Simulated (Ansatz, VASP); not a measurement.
# Cross-check of Si3N4 (Si3N4 (P6_3/m)) between VASP and Ansatz, part 3 of 3

Wanted: the spread between two codes on one cell, functional and k mesh. Of the first pair: The structure shown is the start of the Ansatz relaxation below; VASP solves that cell, so the two are compared at the walk's first step.

VASP 6.6.1 and Ansatz 0.2.0.

So far. Step 3 (VASP: single point, PBEsol, start cell, pair 1): The run ends at a pressure of 0.01 GPa, with forces up to 0.11 eV/Å.

**8. VASP: single point, PBEsol, pair 3**

Level of this step: PBEsol; plane waves and PAW (Si, N) (VASP).

A single point gives forces, pressure and levels at one fixed geometry, so differences don't come from the geometry; what else differs is listed under the comparison. This pair takes another cell of the material, with 41 atoms against 14 for the pair before.

File INCAR:

```
SYSTEM = Si18N23
PREC = Accurate
ENCUT = 520
EDIFF = 1E-06
NELM = 120
ISMEAR = 0
SIGMA = 0.01
LREAL = Auto
ALGO = Normal
GGA = PS
NELECT = 186
NBANDS = 128
LORBIT = 11
LWAVE = .FALSE.
LCHARG = .FALSE.
ISIF = 2
ISYM = 0
LASPH = .TRUE.
GGA_COMPAT = .FALSE.
EFERMI = MIDGAP
KPAR = 4
```

File POSCAR:

```
Si18N23
1.0
    7.6244572548      0.0000000000      0.0000000000
   -3.8122286274      6.6029736727      0.0000000000
    0.0000000000      0.0000000000      8.7307673276
Si N
18 23
Direct
    0.2352843316      0.8302764718      0.2497892206
    0.4069472960      0.2335276811      0.0828948112
    0.8243400532      0.5907027986      0.0822786866
    0.1720424363      0.4053158241      0.2494702345
    0.5909923974      0.7642806255      0.2513268479
    0.7672359956      0.1704431335      0.0826037220
    0.2355360019      0.8303792740      0.5829012650
    0.4028438528      0.2323976008      0.4164426585
    0.8335444202      0.5864971999      0.4165402819
    0.1720342014      0.4052921770      0.5832169904
    0.5912594100      0.7641367659      0.5814958874
    0.7661901902      0.1724924644      0.4163639966
    0.2324326614      0.8269765619      0.9163464446
    0.4071058540      0.2336073597      0.7499282281
    0.8245374502      0.5907890125      0.7504777770
    0.1735285788      0.4062273190      0.9163396368
    0.5909777052      0.7644314143      0.9164199966
    0.7672269212      0.1704593197      0.7500876256
    0.3323773283      0.6663823109      0.2516770365
    0.6666388881      0.3302216997      0.0845982492
    0.9692157996      0.6737235282      0.2506250969
    0.3002833820      0.9716022618      0.0832461959
    0.6672520396      0.6952003378      0.0847174345
    0.3328055588      0.3052191590      0.2502212127
    0.0292573026      0.3305150158      0.0832963279
    0.7018031783      0.0255947494      0.2518383889
    0.3325325645      0.6663286220      0.5807602005
    0.6633294167      0.3330407193      0.4165099056
    0.9695003792      0.6740344061      0.5823339762
    0.3014840044      0.9727269720      0.4163694063
    0.3328034361      0.3051966464      0.5825647587
    0.0278552497      0.3331537641      0.4163697918
    0.7018081904      0.0256229803      0.5807482692
    0.3320935465      0.6666206243      0.9162502610
    0.6668116198      0.3303993070      0.7480384512
    0.9691462167      0.6689434276      0.9163875440
    0.3006783675      0.9717050422      0.7495262112
    0.6674646894      0.6952983370      0.7481658304
    0.3313764157      0.3022172105      0.9163756548
    0.0292938032      0.3305794557      0.7494248599
    0.7002046217      0.0260146920      0.9163321772
```

File KPOINTS:

```
Points of the shifted mesh
8
Reciprocal
 0.2500000000  0.2500000000  0.2500000000 1
 0.2500000000  0.2500000000  0.7500000000 1
 0.2500000000  0.7500000000  0.2500000000 1
 0.2500000000  0.7500000000  0.7500000000 1
 0.7500000000  0.2500000000  0.2500000000 1
 0.7500000000  0.2500000000  0.7500000000 1
 0.7500000000  0.7500000000  0.2500000000 1
 0.7500000000  0.7500000000  0.7500000000 1
```

PAW data sets: Si and N (PBE family, release 64).

The run is started by

```sh
mpirun -np 8 vasp_std
```

Numbers of over 12 decimals in the logs are rounded to 6 here.

The log of the run:

```text
[banner, memory and clock lines left out]
running    8 mpi-ranks, on    1 nodes
[...]
[... a notice as in an earlier step ...]

 [... a notice as in an earlier step ...]

 LDA part: xc-table for (Slater+PW92), standard interpolation
 POSCAR, INCAR and KPOINTS ok, starting setup
[...]
entering main loop
       N       E                     dE             d eps       ncg     rms          rms(c)
DAV:   1     0.827587748255E+03    0.82759E+03   -0.91236E+04  2064   0.134E+03
DAV:   2    -0.319788070990E+03   -0.11474E+04   -0.10993E+04  2536   0.286E+02
DAV:   3    -0.399521045221E+03   -0.79733E+02   -0.79119E+02  2504   0.775E+01
DAV:   4    -0.401115054327E+03   -0.15940E+01   -0.15877E+01  2608   0.114E+01
DAV:   5    -0.401151647751E+03   -0.36593E-01   -0.36534E-01  2560   0.169E+00BRMIX: very serious problems
 the old and the new charge density differ
 old charge density:   187.00000 new  186.00000
BRMIX: very serious problems
 the old and the new charge density differ
 old charge density:   187.00000 new  186.00000
BRMIX: very serious problems
 the old and the new charge density differ
 old charge density:   187.00000 new  186.00000
BRMIX: very serious problems
 the old and the new charge density differ
 old charge density:   187.00000 new  186.00000
    0.489E+01
DAV:   6    -0.356399842714E+03    0.44752E+02   -0.16189E+02  2408   0.300E+01    0.225E+01
DAV:   7    -0.355803342118E+03    0.59650E+00   -0.83183E+00  2528   0.710E+00    0.104E+01
DAV:   8    -0.355503208576E+03    0.30013E+00   -0.58490E-01  2472   0.227E+00    0.368E+00
DAV:   9    -0.355458684457E+03    0.44524E-01   -0.10084E-01  2568   0.987E-01    0.560E-01
[...]
DAV:  15    -0.355464060560E+03   -0.15582E-04   -0.18036E-05  2248   0.996E-03    0.382E-03
DAV:  16    -0.355464062162E+03   -0.16020E-05   -0.11530E-06  1952   0.288E-03    0.179E-03
DAV:  17    -0.355464062769E+03   -0.60658E-06   -0.95772E-07  1648   0.228E-03
   1 F= -.35546406E+03 E0= -.35546406E+03  d E =0.000000E+00
```

Parts of OUTCAR (step 8):

```text
  Total      -14.4370036    -10.4013640    -13.7559925      3.0449017     -0.0360320      0.0111621
  in kB      -52.6243487    -37.9140312    -50.1419938     11.0989769     -0.1313404      0.0406869
  external PRESSURE =     -46.8934579 kB  Pullay stress =       0.0000000 kB

 POSITION                                       TOTAL-FORCE (eV/Angst)
 -----------------------------------------------------------------------------------
     -1.37129      5.48229      2.18085        -0.145511     -0.117012      0.008305
      2.21249      1.54198      0.72374        -0.040640      0.064907     -0.019054
      4.03325      3.90040      0.71836         0.017637      0.008256      0.011986
     -0.23343      2.67629      2.17807        -0.029936     -0.003965      0.010364
      1.59238      5.04652      2.19428         0.066047     -0.072301     -0.011926
      5.19999      1.12543      0.72119         0.140830      0.108183     -0.000733
     -1.36976      5.48297      5.08918        -0.128811     -0.119638      0.011418
      2.18551      1.53452      3.63586        -0.043033      0.052476     -0.014058
      4.11946      3.87263      3.63672         0.024992      0.006233     -0.008511
     -0.23340      2.67613      5.09193        -0.022458      0.004489     -0.000788
      1.59497      5.04557      5.07691         0.031826     -0.046278     -0.010361
      5.18420      1.13896      3.63518         0.139946      0.108381     -0.011127
     -1.38045      5.46050      8.00041        -0.144470     -0.110845      0.003571
      2.21340      1.54250      6.54745        -0.048466      0.068205      0.007988
[...]
-----------------------------------------------------------------------------------
    total drift:                                0.003379      0.002801      0.000365

  FREE ENERGIE OF THE ION-ELECTRON SYSTEM (eV)
  ---------------------------------------------------
  free  energy   TOTEN  =      -355.4640627688 eV

  energy  without entropy=     -355.4640627688  energy(sigma->0) =     -355.46406277

[... 1 part as in an earlier step ...]

[... 2 further parts left out ...]
[key lines of the parts left out:]
E-fermi :   7.5579
```

The cell is charged against a uniform background.

The run ends at a pressure of -4.69 GPa, with forces up to 0.19 eV/Å.

**9. Ansatz: single point, PBEsol, pair 3**

The same cell, functional and mesh now go to Ansatz.

The cell is taken from a series of runs on this material, whose earlier steps may have relaxed, scaled, displaced or heated it; both programs get it as it stands.

File input.yaml:

```yaml
crystal:
  checkpoint: "../qp1.relax.run"
  host: checkpoint
total_charge: 1
basis:
  ecutwfc: 420
  xc_grid: 2
hamiltonian:
  xc: pbesol
  pseudopotentials: { kind: paw, azcp: { folder: soft_1 }, xc_functional: pbe }
kpoints:
  mp_grid: { grid: [2, 2, 2], shift: [0.5, 0.5, 0.5] }
scf:
  occupations: { method: fixed }
  max_iter: 100
output:
  forces: true
  charged_corrections:
    epsilon: [4.29, 4.29, 4.37]
    static_epsilon: [8.29, 8.29, 8.25]
    defect_position: [0.669991, 0.699607, 0.416667]
  eigenvalues: true
checkpoint:
  read: "../qp1.relax.run"
  write: "../qp1.mesh.run"
  compress: false
  write_wavefunctions: false
  write_every: 100000
```

The run is started by

```sh
ansatz run input.yaml --threads 8 --pin off --max-ram 18841MiB --backend cpu --events-out ev --progress --plain --runs-dir out
```

The log of the run:

```text
crystal.checkpoint: the structure is that of <dir>, a `relax` run, at its step 7: its result, under pbesol at a charge of 1 e; 41 atoms read, 0 with a starting moment; crystal.structure_sha256 for this input is
[...]
Crystal: 41 atoms, lattice volume = 439.543 Å³
Basis set: ecut = 420 eV, 8663 PW (Γ), exchange–correlation on 108×108×120 points (8 copies of the dense FFT grid, shifted against one another)
[...]
--- Band table (eV) ---
  k-point 0: bands = [... 89 lower, 7.1952, 7.2855, 7.3716, 7.5224, 10.3723, 10.4816, 12.2177, 12.8091, ... 37 higher]
  k-point 1: bands = [... 89 lower, 7.1945, 7.2860, 7.3724, 7.5220, 10.3685, 10.4852, 12.2182, 12.8092, ... 37 higher]
  k-point 2: bands = [... 89 lower, 7.2035, 7.3002, 7.5540, 7.6681, 10.3953, 10.4491, 12.3188, 12.6506, ... 37 higher]
  k-point 3: bands = [... 89 lower, 7.2043, 7.3003, 7.5540, 7.6677, 10.3989, 10.4455, 12.3174, 12.6523, ... 37 higher]
[key lines of the parts left out:]
SCF converged after 7 iterations
Free energy (F): -19947.352104 eV
Fermi energy:    7.668087 eV
```

**10. Comparison**

Compared:

```
              quantity  Ansatz   VASP  difference
gap on the k mesh (eV)   2.700  2.678      +0.023
```

Forces on 10 of the 41 atoms, those with the largest forces and the largest differences (eV/Å; atoms numbered as in POSCAR):

```
atom          Ansatz x, y, z            VASP x, y, z
 Si1   -0.142, -0.111, 0.006   -0.146, -0.117, 0.008
 Si6    0.137, 0.115, -0.003    0.141, 0.108, -0.001
 Si7   -0.123, -0.117, 0.014   -0.129, -0.120, 0.011
Si12    0.143, 0.102, -0.011    0.140, 0.108, -0.011
Si13   -0.141, -0.111, 0.004   -0.144, -0.111, 0.004
Si18    0.141, 0.113, -0.011    0.146, 0.106, -0.015
 N21    0.083, 0.086, -0.018    0.090, 0.097, -0.037
 N28    0.021, 0.028, -0.006    0.008, 0.012, -0.006
 N29    0.080, 0.073, -0.006     0.087, 0.083, 0.012
 N32  -0.107, -0.092, -0.008  -0.108, -0.094, -0.008
```

The forces differ by 5.7 meV/Å r.m.s., which is 9.7 % of the r.m.s. force of 0.059 eV/Å (both taken over all components). A gap on the mesh is an upper bound, since the band edges may lie between its points. The cell carries a charge of +1 e against a uniform background, so its pressure also hangs on how the neutralising background is counted, and in a defect's cell a gap may be the spacing between its levels.

**11. Outcome**

```json
{"r.m.s. force difference (single point, PBEsol, start cell, pair 1)": "1.9 meV/Å", "r.m.s. force difference (single point, PBEsol, pair 2)": "2.3 meV/Å", "r.m.s. force difference (single point, PBEsol, pair 3)": "5.7 meV/Å"}
```

**Reading.** The r.m.s. force difference is 5.7 meV/Å (single point, PBEsol, pair 3), within the 12 meV/Å picked in this series as the mark of a large difference. 8 further runs of this series are not shown here. Such differences can come from data sets, numerical settings and the points named under the comparisons, not from the functional's error against experiment.

[Lines on the potential files, build, host, timing and source positions are cut from VASP's logs without a mark.]

[Logs are printed without paths, hosts, clocks, repeated set-up lines and the standing remarks that a program may print on its own settings, such as how far it seeks lower states.]

[Hosts, paths, dates, database ids (printed as entryN), source tags and the programs' standing remarks are cut or masked in the printed files.]
